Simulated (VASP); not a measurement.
# OsRh with LAK: from relaxation to properties

Aim: relax OsRh, then compute properties on the relaxed cell. The steps: rough relaxation of the start cell, full relaxation (LAK), single point with fields (LAK), band structure (LAK), density of states (LAK), bands along the symmetry lines (LAK + SOC), volume scan with LAK, fit for LAK and total and projected DOS (LAK), changed input. The cell is invented: it takes the structure of a Materials Project entry for PtRh (space group 166 there), with some of its atoms replaced by other elements, volume scaled by an estimate. It may not be a known or stable phase. Left out of this account: 1 further run (core levels: core levels are not valid at this level).

Method: LAK; plane waves and PAW (Os, Rh_pv), in the first sound run; inputs show where later runs differ, in VASP 6.6.1.

### Step 1. Set-up

Before any relaxation, the start is as follows. Symmetry: R-3m, No. 166, trigonal system. Conventional cell: a = 2.730 Å, b = 2.730 Å, c = 13.376 Å, α = 90.00°, β = 90.00°, γ = 120.00°. Nearest to Os lie 6 Os at 2.73 Å and 6 Rh at 2.73 Å. Rh has 6 Rh at 2.73 Å and 6 Os at 2.73 Å nearest. It derives from PtRh. it takes the structure of a Materials Project entry for PtRh (space group 166 there), with some of its atoms replaced by other elements, volume scaled by an estimate. Farther neighbours are not listed.

### Step 2. Rough relaxation of the start cell

The start is only an estimate, so a cheap relaxation brings it near a minimum before any careful run. LAK is a meta-GGA built to open gaps without exact exchange.

Input file INCAR:

```
SYSTEM = OsRh
PREC = Normal
ENCUT = 400
EDIFF = 1E-05
NELM = 60
ISMEAR = 1
SIGMA = 0.2
LREAL = .FALSE.
ALGO = Normal
METAGGA = LAK
LASPH = .TRUE.
NBANDS = 17
LORBIT = 11
LWAVE = .FALSE.
LCHARG = .FALSE.
IBRION = 2
NSW = 40
ISIF = 3
EDIFFG = -0.04
```

Input file POSCAR:

```
OsRh
1.0
    1.3649200000      0.7880370000      4.4587930000
   -1.3649200000      0.7880370000      4.4587930000
    0.0000000000     -1.5760740000      4.4587930000
Os Rh
1 1
Direct
    0.0000000000      0.0000000000      0.0000000000
    0.5000000000      0.5000000000      0.5000000000
```

Input file KPOINTS:

```
Automatic mesh
0
Gamma
7 7 7
0 0 0
```

The projector-augmented-wave data sets are Os and Rh_pv (PBE family, release 64).

Run with:

```
mpirun -np 1 vasp_std
```

The program printed:

```text
[banner, memory and clock lines left out]
running    1 mpi-ranks, on    1 nodes
 distrk:  each k-point on    1 cores,    1 groups
 distr:  one band on    1 cores,    1 groups

 POSCAR found type information on POSCAR OsRh
 POSCAR found :  2 types and       2 ions
|                                                                             |
|               ----> ADVICE to this user running VASP <----                  |
|                                                                             |
|     You enforced a specific xc type in the INCAR file but a different       |
|     [... a line on the potential file left out ...]
|     I HOPE YOU KNOW WHAT YOU ARE DOING!                                     |
|                                                                             |

 LDA part: xc-table for (None), standard interpolation
 POSCAR, INCAR and KPOINTS ok, starting setup
 FFT: planning ... GRIDC
 FFT: planning ... GRID_SOFT
 FFT: planning ... GRID
 WAVECAR not read
 entering main loop
       N       E                     dE             d eps       ncg     rms          rms(c)
DAV:   1     0.244992711061E+03    0.24499E+03   -0.12204E+04  1640   0.117E+03
DAV:   2     0.631996439415E+02   -0.18179E+03   -0.17709E+03  1627   0.394E+02
DAV:   3     0.591254645793E+02   -0.40742E+01   -0.40191E+01  1810   0.610E+01
DAV:   4     0.590942584406E+02   -0.31206E-01   -0.31169E-01  1724   0.540E+00
DAV:   5     0.590937999883E+02   -0.45845E-03   -0.45843E-03  1787   0.640E-01    0.234E+01
DAV:   6     0.709859619854E+02    0.11892E+02   -0.20577E+01  1762   0.421E+01    0.386E+00
DAV:   7     0.706487069670E+02   -0.33726E+00   -0.71488E+00  1704   0.189E+01    0.773E+00
DAV:   8     0.711489059098E+02    0.50020E+00   -0.24124E+00  1684   0.126E+01    0.220E+00
DAV:   9     0.711736529747E+02    0.24747E-01   -0.24042E-01  1596   0.445E+00    0.869E-01
DAV:  10     0.711762837319E+02    0.26308E-02   -0.29085E-02  1673   0.146E+00    0.318E-01
DAV:  11     0.711754969170E+02   -0.78681E-03   -0.94879E-03  1744   0.899E-01    0.138E-01
DAV:  12     0.711756098958E+02    0.11298E-03   -0.14353E-03  1562   0.295E-01    0.546E-02
DAV:  13     0.711754941341E+02   -0.11576E-03   -0.26321E-04  1569   0.144E-01    0.383E-02
DAV:  14     0.711755007024E+02    0.65683E-05   -0.14320E-04  1539   0.841E-02    0.207E-02
DAV:  15     0.711754953489E+02   -0.53535E-05   -0.14250E-05  1026   0.358E-02
   1 F= 0.71175495E+02 E0= 0.71174733E+02  d E =0.711755E+02
 curvature:   0.00 expect dE= 0.000E+00 dE for cont linesearch  0.000E+00
 trial: gam= 0.00000 g(F)=  0.186E-58 g(S)=  0.401E-01 ort = 0.000E+00 (trialstep = 0.100E+01)
 search vector abs. value=  0.401E-01
 bond charge predicted
       N       E                     dE             d eps       ncg     rms          rms(c)
DAV:   1     0.708257226673E+02   -0.34978E+00   -0.11129E+01  1541   0.321E+01    0.461E+00
DAV:   2     0.706946425798E+02   -0.13108E+00   -0.51789E+00  1755   0.189E+01    0.580E+00
DAV:   3     0.711992120399E+02    0.50457E+00   -0.23361E+00  1687   0.111E+01    0.104E+00
DAV:   4     0.711848578084E+02   -0.14354E-01   -0.10064E-01  1583   0.243E+00    0.468E-01
DAV:   5     0.711839946552E+02   -0.86315E-03   -0.90705E-03  1972   0.832E-01    0.238E-01
DAV:   6     0.711834714339E+02   -0.52322E-03   -0.12539E-03  1604   0.330E-01    0.451E-02
DAV:   7     0.711834435968E+02   -0.27837E-04   -0.14453E-04  1907   0.989E-02    0.201E-02
DAV:   8     0.711834449370E+02    0.13402E-05   -0.21648E-05  1223   0.372E-02
   2 F= 0.71183445E+02 E0= 0.71182600E+02  d E =0.794959E-02
[...]
3 F= 0.71166814E+02 E0= 0.71166059E+02  d E =-.868089E-02
[...]
4 F= 0.71168915E+02 E0= 0.71168099E+02  d E =0.210090E-02
 trial-energy change:    0.002101  1 .order    0.001966   -0.003967    0.007898
 step:   0.2830(harm=  0.2961)  dis= 0.00000  next Energy=    71.166185 (dE=-0.629E-03)
 bond charge predicted
       N       E                     dE             d eps       ncg     rms          rms(c)
DAV:   1     0.711250199415E+02   -0.43896E-01   -0.73957E-01  1560   0.905E+00    0.167E+00
DAV:   2     0.710456330061E+02   -0.79387E-01   -0.11875E+00  1752   0.891E+00    0.315E+00
DAV:   3     0.711725315062E+02    0.12690E+00   -0.60513E-01  1721   0.561E+00    0.303E-01
DAV:   4     0.711660918869E+02   -0.64396E-02   -0.21280E-02  1570   0.112E+00    0.156E-01
DAV:   5     0.711662236009E+02    0.13171E-03   -0.15583E-03  1715   0.378E-01    0.636E-02
DAV:   6     0.711661843308E+02   -0.39270E-04   -0.50714E-05  1769   0.601E-02    0.302E-02
DAV:   7     0.711661619637E+02   -0.22367E-04   -0.27559E-05  1548   0.423E-02    0.559E-03
DAV:   8     0.711661622953E+02    0.33159E-06   -0.24721E-06   780   0.150E-02
   5 F= 0.71166162E+02 E0= 0.71165394E+02  d E =-.652164E-03
 curvature:  -0.17 expect dE=-0.216E-06 dE for cont linesearch -0.189E-06
 trial: gam=-0.01278 g(F)=  0.738E-58 g(S)=  0.130E-05 ort = 0.756E-04 (trialstep = 0.765E+00)
 search vector abs. value=  0.189E-06
 reached required accuracy - stopping structural energy minimisation
```

It took 91 s on 1 MPI rank of Intel Xeon 6975P-C (Granite Rapids), shared host; peak memory 0.15 GiB.

Lines that name or quote the potential files are left out of all logs, and their timing lines are given in words.

From OUTCAR (step 2):

```text
ion  position               nearest neighbor table
   1  0.000  0.000  0.000-   2 2.73   2 2.73   2 2.73   2 2.73   2 2.73   2 2.73
   2  0.500  0.500  0.500-   1 2.73   1 2.73   1 2.73   1 2.73   1 2.73   1 2.73

  LATTYP: Found a trigonal (rhomboedric) cell.
 ALAT       =     4.7291483310
 COS(alpha) =     0.8333986279

 Subroutine GETGRP returns: Found 12 space group operations
 (whereof 12 operations were pure point group operations)

The static configuration has the point symmetry D_3d.

 Found     44 irreducible k-points:

   k-points           NKPTS =     44   k-points in BZ     NKDIM =     44   number of bands    NBANDS=     17

   dimension x,y,z NGX =    24 NGY =   24 NGZ =   24
   dimension x,y,z NGXF=    48 NGYF=   48 NGZF=   48

   ENCUT  =  400.0 eV  29.40 Ry    5.42 a.u.   7.71  7.71  7.71*2*pi/ulx,y,z

   NELECT =      23.0000    total number of electrons

 k-points in reciprocal lattice and weights: Automatic mesh
   0.00000000  0.00000000  0.00000000       0.003
   0.14285714 -0.00000000  0.00000000       0.017
   0.28571429  0.00000000  0.00000000       0.017
   0.42857143 -0.00000000 -0.00000000       0.017
   0.14285714  0.14285714  0.00000000       0.017
   0.28571429  0.14285714  0.00000000       0.035
   0.42857143  0.14285714  0.00000000       0.035
  -0.42857143  0.14285714 -0.00000000       0.035
  -0.28571429  0.14285714 -0.00000000       0.035
[...]
0.42857143  0.42857143  0.42857143       0.006
  -0.42857143  0.42857143  0.42857143       0.017

 average (electrostatic) potential at core
       1 -49.4558       2 -78.5442

 E-fermi :  10.3399

 k-point     1 :       0.0000    0.0000    0.0000
  band No.  band energies     occupation
    ...
      9       7.2431      2.00000
     10       7.2431      2.00000
     11       9.4778      2.00000
     12       9.4778      2.00000
     13      10.3117      1.23630
     14      11.8442     -0.00000
     15      11.8442     -0.00000
     16      19.1068      0.00000
     17      25.5157      0.00000

 k-point     2 :       0.1429   -0.0000    0.0000
  band No.  band energies     occupation
    ...
      9       7.5447      2.00000
     10       7.6738      2.00000
     11       8.2710      2.00000
     12       9.0914      2.00000
     13       9.6850      2.00004
     14      11.5259     -0.00000
     15      14.3197     -0.00000
     16      19.0570      0.00000
     17      26.8692      0.00000

 k-point     3 :       0.2857    0.0000    0.0000
  band No.  band energies     occupation
    ...
      8       6.9762      2.00000
      9       7.4390      2.00000
     10       8.1950      2.00000
     11       8.8523      2.00000
     12       9.3765      2.00000
     13      10.7157     -0.02317
     14      11.0485     -0.00001
     15      16.4822      0.00000
     16      20.3873      0.00000
     17      23.9281      0.00000

  Total       -0.0008195     -0.0008195      0.0072614     -0.0000000      0.0000000      0.0000000
  in kB       -0.0458930     -0.0458930      0.4066606     -0.0000000      0.0000000      0.0000000
  external PRESSURE =       0.1049582 kB  Pullay stress =       0.0000000 kB

  energy-cutoff  :      400.00
  volume of cell :       28.61
      direct lattice vectors                 reciprocal lattice vectors
     1.354373958  0.781948238  4.502241725     0.369174257  0.213142838  0.074037192
    -1.354373958  0.781948238  4.502241725    -0.369174257  0.213142838  0.074037192
     0.000000000 -1.563896476  4.502241725     0.000000000 -0.426285676  0.074037192

 POSITION                                       TOTAL-FORCE (eV/Angst)
 -----------------------------------------------------------------------------------
      0.00000      0.00000      0.00000         0.000000     -0.000000     -0.000000
      0.00000      0.00000      6.75336         0.000000      0.000000      0.000000
 -----------------------------------------------------------------------------------
    total drift:                               -0.000000      0.000000      0.000000

  FREE ENERGIE OF THE ION-ELECTRON SYSTEM (eV)
  ---------------------------------------------------
  free  energy   TOTEN  =        71.1661622953 eV

  energy  without entropy=       71.1638567655  energy(sigma->0) =       71.16539379

 reached required accuracy - stopping structural energy minimisation

 total charge
# of ion       s       p       d       tot
------------------------------------------
    1        0.671   0.695   5.913   7.279
    2        0.386   6.312   7.092  13.790
--------------------------------------------------
tot          1.057   7.007  13.005  21.069

[... 3 further parts left out ...]
```

This run has no spin polarisation. Its electron count is odd, so without a moment it is a metal by construction. The k-mesh is coarse for a metal. This relaxation is a rough one on cheap settings, only to bring the start near its minimum. The PAW data sets were made with PBE, which is usual practice but a small mismatch for other functionals. The run keeps the 12 symmetry operations of its start, so it cannot find a distortion of lower symmetry.

Relaxation path:

```csv
step,energy less that of the first step (eV),largest force (eV/Å),pressure (GPa),volume (Å³)
1,0.0000,0.0000,-1.73,28.78
2,0.0080,0.0000,6.00,28.12
3,-0.0087,0.0000,1.28,28.50
4,-0.0066,0.0000,-2.54,28.85
5,-0.0093,0.0000,0.01,28.61
```

```csv
"conventional cell, symmetrised",before,after,change
a (Å),2.730,2.709,-0.8 %
b (Å),2.730,2.709,-0.8 %
c (Å),13.376,13.507,+1.0 %
volume (Å³/atom),14.39,14.30,-0.6 %
```

The relaxed structure:

```cif
data_structure
_symmetry_space_group_name_H-M 'P 1'
_symmetry_Int_Tables_number 1
_cell_length_a 4.7661
_cell_length_b 4.7661
_cell_length_c 4.7661
_cell_angle_alpha 33.018
_cell_angle_beta 33.018
_cell_angle_gamma 33.018
_cell_volume 28.61
loop_
_atom_site_label
_atom_site_type_symbol
_atom_site_fract_x
_atom_site_fract_y
_atom_site_fract_z
_atom_site_occupancy
Os1 Os 0.00000 0.00000 0.00000 1
Rh2 Rh 0.50000 0.50000 0.50000 1
```

Numbers from this step:

```
electrons                       : 23
bands                           : 17
irreducible k-points            : 44
symmetry operations             : 12
free energy (TOTEN)             : 71.1662 eV
energy at zero smearing         : 71.1654 eV
Fermi energy                    : 10.34 eV
pressure                        : 0.01050 GPa
metallic                        : yes
SCF cycles over all ionic steps : 47
```

It ends with forces that vanish by symmetry and a pressure of 0.01 GPa.

(Continued in part 2 of 5.)

[Lines on the potential files, build, host, timing and source positions are cut from VASP's logs without a mark.]

[Logs are printed without paths, hosts, clocks, repeated set-up lines and the standing remarks that a program may print on its own settings, such as how far it seeks lower states.]

[Hosts, paths, dates, database ids (printed as entryN), source tags and the programs' standing remarks are cut or masked in the printed files.]

[A measured line is paired with the nearest computed mode of its activity, which favours agreement.]
